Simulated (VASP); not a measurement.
These are LDA (Ceperley-Alder, Perdew-Zunger), VASP's LDA PAW potentials (set 64) (plane waves; VASP 6.6.1) values and carry that method's errors.

VASP input:

INCAR:
```
ALGO = Normal
EDIFF = 1E-8
ENCUT = 400
ISMEAR = 0
LASPH = .TRUE.
LCHARG = .FALSE.
LEPSILON = .TRUE.
LMAXMIX = 4
LREAL = .FALSE.
LWAVE = .FALSE.
NELM = 100
PREC = Accurate
SIGMA = 0.01
SYSTEM = Se
```

POSCAR:
```
Se
1.0
  1.9750970590  -3.4209684456   0.0000000000
  1.9750970590   3.4209684456   0.0000000000
  0.0000000000   0.0000000000   5.1209022064
Se
3
Direct
  0.0000000000   0.2558604098   0.6666670000
  0.7441395902   0.7441395902   0.0000000000
  0.2558604098   0.0000000000   0.3333330000
```

### KPOINTS
```
Automatic mesh
0
Gamma
7 7 5
0 0 0
```

POTCAR, in this order: Se (LDA.64 set). Program: vasp_std.

What VASP printed:

### OUTCAR
```
 ion  position               nearest neighbor table
   1  0.000  0.256  0.667-   2 2.45   3 2.45
   2  0.744  0.744  0.000-   3 2.45   1 2.45
   3  0.256  0.000  0.333-   2 2.45   1 2.45
  LATTYP: Found a hexagonal cell.
 ALAT       =     3.9501941089
 C/A-ratio  =     1.2963672329
 Subroutine PRICEL returns:
 Original cell was already a primitive cell.
 Subroutine GETGRP returns: Found  6 space group operations
The static configuration has the point symmetry C_2 .
 The point group associated with its full space group is D_3 .
The dynamic configuration has the point symmetry C_2 .
 Subroutine INISYM returns: Found  6 space group operations
 Subroutine IBZKPT returns following result:
 Found     32 irreducible k-points:

 Following reciprocal coordinates:
            Coordinates               Weight
  0.000000  0.000000  0.000000      1.000000
  0.142857  0.000000  0.000000      6.000000
  0.285714 -0.000000  0.000000      6.000000
  0.428571  0.000000  0.000000      6.000000
  0.142857  0.142857  0.000000      6.000000
  0.285714  0.142857  0.000000     12.000000
...
```

OSZICAR:
```
...
RMM:  12    -0.744433995038E+02   -0.13856E-10    0.23119E-09   518   0.444E-05
 Linear response to external field (no local field effect), progress :
  Direction:   1
       N       E                     dE             d eps       ncg     rms          rms(c)
RMM:   1    -0.411920898156E+01   -0.41192E+01   -0.30790E+01  1743   0.604E+00
RMM:   2    -0.467653341699E+01   -0.55732E+00   -0.89773E-02  1339   0.132E+00
RMM:   3    -0.468048689472E+01   -0.39535E-02   -0.41008E-03  1334   0.179E-01
RMM:   4    -0.468066655399E+01   -0.17966E-03   -0.21503E-04  1379   0.352E-02
RMM:   5    -0.468067091249E+01   -0.43585E-05   -0.20896E-05  1321   0.650E-03
RMM:   6    -0.468067068577E+01    0.22672E-06   -0.35392E-06  1158   0.141E-03
RMM:   7    -0.468067049713E+01    0.18865E-06   -0.85106E-07   829   0.320E-04
RMM:   8    -0.468067046626E+01    0.30864E-07   -0.89071E-07   704   0.100E-04
RMM:   9    -0.468067043482E+01    0.31446E-07   -0.45329E-06   654   0.581E-05
RMM:  10    -0.468067046644E+01   -0.31623E-07   -0.10606E-07   562   0.432E-05
RMM:  11    -0.468067046423E+01    0.22069E-08    0.00000E+00   432   0.421E-05
 Linear response to external field (no local field effect), progress :
  Direction:   2
       N       E                     dE             d eps       ncg     rms          rms(c)
RMM:   1    -0.452067737412E+01   -0.45207E+01   -0.32278E+01  1743   0.670E+00
RMM:   2    -0.507659859923E+01   -0.55592E+00   -0.97184E-02  1341   0.144E+00
RMM:   3    -0.508046101116E+01   -0.38624E-02   -0.41175E-03  1332   0.193E-01
RMM:   4    -0.508062595172E+01   -0.16494E-03   -0.14046E-04  1379   0.374E-02
RMM:   5    -0.508063260863E+01   -0.66569E-05   -0.43371E-06  1308   0.670E-03
RMM:   6    -0.508063320768E+01   -0.59905E-06    0.73755E-07  1181   0.139E-03
RMM:   7    -0.508063330332E+01   -0.95637E-07   -0.15851E-08   820   0.305E-04
RMM:   8    -0.508063332347E+01   -0.20155E-07   -0.92856E-07   721   0.944E-05
RMM:   9    -0.508063334240E+01   -0.18928E-07   -0.35163E-06   632   0.551E-05
RMM:  10    -0.508063336168E+01   -0.19279E-07    0.43875E-07   581   0.437E-05
RMM:  11    -0.508063336217E+01   -0.49110E-09    0.00000E+00   439   0.431E-05
 Linear response to external field (no local field effect), progress :
  Direction:   3
       N       E                     dE             d eps       ncg     rms          rms(c)
RMM:   1    -0.736686718846E+01   -0.73669E+01   -0.57872E+01  1733   0.726E+00
RMM:   2    -0.827688481147E+01   -0.91002E+00   -0.17239E-01  1334   0.160E+00
RMM:   3    -0.828336886784E+01   -0.64841E-02   -0.65703E-03  1331   0.229E-01
RMM:   4    -0.828359469161E+01   -0.22582E-03   -0.34150E-04  1365   0.432E-02
RMM:   5    -0.828360146328E+01   -0.67717E-05   -0.17613E-05  1328   0.818E-03
RMM:   6    -0.828360199959E+01   -0.53631E-06   -0.19107E-06  1189   0.174E-03
RMM:   7    -0.828360190036E+01    0.99235E-07    0.18348E-06   825   0.395E-04
RMM:   8    -0.828360189406E+01    0.62988E-08    0.11712E-05   710   0.117E-04
RMM:   9    -0.828360191902E+01   -0.24961E-07    0.82087E-06   640   0.619E-05
RMM:  10    -0.828360195104E+01   -0.32023E-07    0.17274E-06   571   0.442E-05
RMM:  11    -0.828360191028E+01    0.40766E-07    0.00000E+00   462   0.416E-05
RMM:  12    -0.828360191028E+01   -0.24869E-13    0.00000E+00   274   0.416E-05
 Linear response to external field, progress :
  Direction:   1
       N       E                     dE             d eps       ncg     rms          rms(c)
RMM:   1    -0.432431569814E+01   -0.43243E+01   -0.31578E+01  3905   0.631E+00
RMM:   2    -0.487672257579E+01   -0.55241E+00   -0.93638E-02  3022   0.137E+00    0.490E+00
RMM:   3    -0.448085611662E+01    0.39587E+00   -0.78732E-01  2964   0.400E+00    0.244E+00
RMM:   4    -0.449243723228E+01   -0.11581E-01   -0.40021E-02  3034   0.107E+00    0.133E+00
RMM:   5    -0.455594211426E+01   -0.63505E-01   -0.24102E-02  3026   0.812E-01    0.181E-01
RMM:   6    -0.456894922764E+01   -0.13007E-01   -0.55300E-03  3158   0.170E-01    0.367E-02
RMM:   7    -0.456839375422E+01    0.55547E-03   -0.66099E-04  3215   0.470E-02    0.147E-02
RMM:   8    -0.456882960279E+01   -0.43585E-03   -0.28913E-04  3285   0.133E-02    0.265E-03
RMM:   9    -0.456889966224E+01   -0.70059E-04   -0.13435E-04  3418   0.306E-03    0.107E-03
RMM:  10    -0.456893252588E+01   -0.32864E-04   -0.28905E-05  3513   0.110E-03    0.171E-04
RMM:  11    -0.456893896200E+01   -0.64361E-05   -0.11681E-05  3723   0.333E-04    0.793E-05
RMM:  12    -0.456893820898E+01    0.75302E-06   -0.13331E-06  3652   0.169E-04    0.137E-05
RMM:  13    -0.456893781351E+01    0.39547E-06    0.69369E-07  3058   0.144E-04    0.475E-06
 Linear response to external field, progress :
  Direction:   2
       N       E                     dE             d eps       ncg     rms          rms(c)
RMM:   1    -0.431587493718E+01   -0.43159E+01   -0.31493E+01  6654   0.629E+00
RMM:   2    -0.487640044551E+01   -0.56053E+00   -0.96936E-02  5157   0.138E+00    0.491E+00
RMM:   3    -0.448081755160E+01    0.39558E+00   -0.78737E-01  5056   0.400E+00    0.244E+00
RMM:   4    -0.449237763014E+01   -0.11560E-01   -0.39428E-02  5208   0.107E+00    0.133E+00
RMM:   5    -0.455590182364E+01   -0.63524E-01   -0.21831E-02  5186   0.812E-01    0.179E-01
RMM:   6    -0.456892818487E+01   -0.13026E-01   -0.22259E-03  5391   0.172E-01    0.368E-02
RMM:   7    -0.456845232166E+01    0.47586E-03   -0.11126E-03  5475   0.480E-02    0.150E-02
RMM:   8    -0.456884213606E+01   -0.38981E-03   -0.55064E-04  5624   0.137E-02    0.261E-03
RMM:   9    -0.456890129102E+01   -0.59155E-04   -0.14334E-04  5873   0.329E-03    0.120E-03
RMM:  10    -0.456893053640E+01   -0.29245E-04   -0.46995E-05  6129   0.114E-03    0.159E-04
RMM:  11    -0.456893837148E+01   -0.78351E-05   -0.13833E-05  6644   0.356E-04    0.757E-05
RMM:  12    -0.456893753287E+01    0.83861E-06   -0.34479E-06  6834   0.213E-04    0.149E-05
RMM:  13    -0.456893700910E+01    0.52378E-06   -0.66958E-06  5716   0.183E-04    0.613E-06
 Linear response to external field, progress :
  Direction:   3
       N       E                     dE             d eps       ncg     rms          rms(c)
RMM:   1    -0.736687949456E+01   -0.73669E+01   -0.57872E+01  2326   0.726E+00
RMM:   2    -0.827684606522E+01   -0.90997E+00   -0.17204E-01  1797   0.160E+00    0.403E+00
RMM:   3    -0.802746741571E+01    0.24938E+00   -0.21178E-01  1794   0.266E+00    0.203E+00
RMM:   4    -0.813307097843E+01   -0.10560E+00   -0.15097E-01  1788   0.234E+00    0.295E-01
RMM:   5    -0.816558388505E+01   -0.32513E-01   -0.63382E-03  1834   0.468E-01    0.498E-02
RMM:   6    -0.816915171750E+01   -0.35678E-02   -0.73380E-04  1878   0.553E-02    0.328E-02
RMM:   7    -0.817046805895E+01   -0.13163E-02   -0.56759E-04  1854   0.243E-02    0.333E-03
RMM:   8    -0.817083124601E+01   -0.36319E-03   -0.23106E-04  1864   0.400E-03    0.157E-03
RMM:   9    -0.817085673551E+01   -0.25490E-04   -0.93103E-06  1966   0.126E-03    0.153E-04
RMM:  10    -0.817085718493E+01   -0.44943E-06   -0.10891E-05  1814   0.290E-04    0.389E-05
RMM:  11    -0.817085416921E+01    0.30157E-05   -0.35017E-06  1382   0.102E-04    0.760E-06
```

**OUTCAR**
```
------------------------ aborting loop because EDIFF is reached ----------------------------------------

 HEAD OF MICROSCOPIC STATIC DIELECTRIC TENSOR (INDEPENDENT PARTICLE, excluding Hartree and local field effects)
 ------------------------------------------------------
          26.524651     0.000000    -0.000000
           0.000000    26.524651     0.000000
          -0.000000     0.000000    44.321271
 ------------------------------------------------------

 MACROSCOPIC STATIC DIELECTRIC TENSOR (including local field effects in DFT)
 ------------------------------------------------------
          24.022116     0.000000     0.000000
           0.000000    24.022115     0.000000
           0.000000    -0.000000    42.188293
 ------------------------------------------------------

 PIEZOELECTRIC TENSOR (including local field effects)  for field in x, y, z        (e  Angst)
          XX          YY          ZZ          XY          YZ          ZX
  --------------------------------------------------------------------------------
  x     2.52302    -2.52302     0.00000     0.00000     0.64285     0.00000
  y     0.00000     0.00000     0.00000    -2.52302     0.00000    -0.64285
  z     0.00000     0.00000     0.00000    -0.00000     0.00000     0.00000

 PIEZOELECTRIC TENSOR (including local field effects)  for field in x, y, z        (C/m^2)
          XX          YY          ZZ          XY          YZ          ZX
  --------------------------------------------------------------------------------
  x     0.58414    -0.58414     0.00000     0.00000     0.14884     0.00000
  y     0.00000     0.00000     0.00000    -0.58414     0.00000    -0.14884
  z     0.00000     0.00000     0.00000    -0.00000     0.00000     0.00000

 BORN EFFECTIVE CHARGES (including local field effects) (in |e|, cummulative output)
 ---------------------------------------------------------------------------------
 ion    1
    1    -0.99562     1.72446    -1.26095
    2     1.72446     0.99562     0.72801
    3    -1.70979     0.98715     0.00000
 ion    2
    1     1.99124     0.00000     0.00000
    2     0.00000    -1.99124    -1.45602
    3     0.00000    -1.97430     0.00000
 ion    3
    1    -0.99562    -1.72446     1.26095
    2    -1.72446     0.99562     0.72801
    3     1.70979     0.98715     0.00000
```
(Selected blocks of OUTCAR.)

**OUTCAR**
```
 val. band max:        4.2680842586   @ k =   0.2857   0.2857   0.4000

 cond. band min:       5.1233448632   @ k =   0.0000   0.0000   0.4000


 Fermi energy:         4.3389826220

 k-point     1 :       0.0000    0.0000    0.0000
  band No.  band energies     occupation
      1     -11.9196      2.00000
      2      -7.7275      2.00000
      3      -7.7275      2.00000
      4       0.6672      2.00000
      5       1.0022      2.00000
      6       1.0022      2.00000
      7       2.4473      2.00000
      8       2.4473      2.00000
      9       3.7167      2.00000
     10       5.7433      0.00000
     11       5.7433      0.00000
     12       6.4072      0.00000
     13      10.6095      0.00000

 k-point     2 :       0.1429    0.0000    0.0000
  band No.  band energies     occupation
      1     -11.7614      2.00000
      2      -7.7851      2.00000
      3      -7.6819      2.00000
      4      -0.3144      2.00000
      5       0.3854      2.00000
      6       0.8051      2.00000
      7       2.7646      2.00000
      8       3.2110      2.00000
      9       3.6759      2.00000
     10       5.4948      0.00000
     11       5.6853      0.00000
     12       6.3484      0.00000
     13      10.2192      0.00000

 k-point     3 :       0.2857   -0.0000    0.0000
  band No.  band energies     occupation
      1     -11.3341      2.00000
      2      -8.0450      2.00000
      3      -7.5707      2.00000
      4      -1.2366      2.00000
      5      -0.3572      2.00000
      6       0.3401      2.00000
      7       2.1882      2.00000
      8       3.0965      2.00000
      9       3.4881      2.00000
     10       5.6477      0.00000
     11       5.8713      0.00000
     12       7.2059      0.00000
     13       9.1169      0.00000

 k-point     4 :       0.4286    0.0000    0.0000
  band No.  band energies     occupation
      1     -10.8559      2.00000
      2      -8.4593      2.00000
      3      -7.4727      2.00000
...
```

The dielectric response may not be converged in the k-mesh; for small gaps it tends to come out too large. Tensors are in the Cartesian frame of the cell as typed.

The compound is Se in the trig structure. It was relaxed first, which changed the volume by -15 %.
